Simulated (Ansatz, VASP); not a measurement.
Al7C: VASP beside Ansatz

INCAR

```
SYSTEM = Al7C
PREC = Accurate
ENCUT = 520
EDIFF = 1E-6
ISMEAR = 0
SIGMA = 0.1
LREAL = .FALSE.
LASPH = .TRUE.
NELM = 100
ALGO = Normal
ISIF = 2
LWAVE = .FALSE.
LCHARG = .TRUE.
GGA = PE
LELF = .TRUE.
LVHAR = .TRUE.
NBANDS = 22
```

KPOINTS

```
Automatic mesh
0
G
  4 4 4
  0 0 0
```

POSCAR

```
Al7C
1.0
    0.0000000000      3.8598109200      3.8598109200
    3.8598109200      0.0000000000      3.8598109200
    3.8598109200      3.8598109200      0.0000000000
Al C
7 1
Direct
    0.5000000000      0.5000000000      0.5000000000
    0.5000000000      0.0000000000      0.0000000000
    0.5000000000      0.0000000000      0.5000000000
    0.0000000000      0.5000000000      0.5000000000
    0.0000000000      0.5000000000      0.0000000000
    0.5000000000      0.5000000000      0.0000000000
    0.0000000000      0.0000000000      0.5000000000
    0.0000000000      0.0000000000      0.0000000000
```

Input for Ansatz:

```yaml
crystal:
  lattice:
    - [0.0, 3.85981092, 3.85981092]
    - [3.85981092, 0.0, 3.85981092]
    - [3.85981092, 3.85981092, 0.0]
  atoms:
    - { symbol: Al, position: [0.5, 0.5, 0.5] }
    - { symbol: Al, position: [0.5, 0.0, 0.0] }
    - { symbol: Al, position: [0.5, 0.0, 0.5] }
    - { symbol: Al, position: [0.0, 0.5, 0.5] }
    - { symbol: Al, position: [0.0, 0.5, 0.0] }
    - { symbol: Al, position: [0.5, 0.5, 0.0] }
    - { symbol: Al, position: [0.0, 0.0, 0.5] }
    - { symbol: C, position: [0.0, 0.0, 0.0] }
basis:
  ecutwfc: 420
kpoints:
  mp_grid: { grid: [4, 4, 4] }
hamiltonian:
  xc: pbe
scf:
  occupations: { method: gaussian, width: 0.1 }
  lower_state_search: "off"
output:
  forces: true
  stress: true
  eigenvalues: true
```

Change from the starting cell: species swapped into the CuPt7 type (Fm-3m, No. 225).

Alike in both runs: task single point; functional PBE; k mesh 4 × 4 × 4; occupations gaussian, width 0.1 eV; no spin polarisation.

```csv
,VASP,Ansatz
version,VASP 6.6.1,Ansatz 0.2.0
potentials or method,"VASP PAW PBE potentials, release 64 (Al, C)","scalar-relativistic, plane waves, PAW"
plane-wave cutoff (eV),520,420
valence electrons in the cell,25,25
```

```tsv
	VASP	Ansatz	Ansatz less VASP
gap on the k mesh at the Fermi level (eV)	none	none	-
pressure (GPa)	5.5	5.5	+0.02
```

A gap of «none» marks a metal or a gap that the smearing closes. With one functional, cell and mesh, what is left measures potentials, basis and numerics.
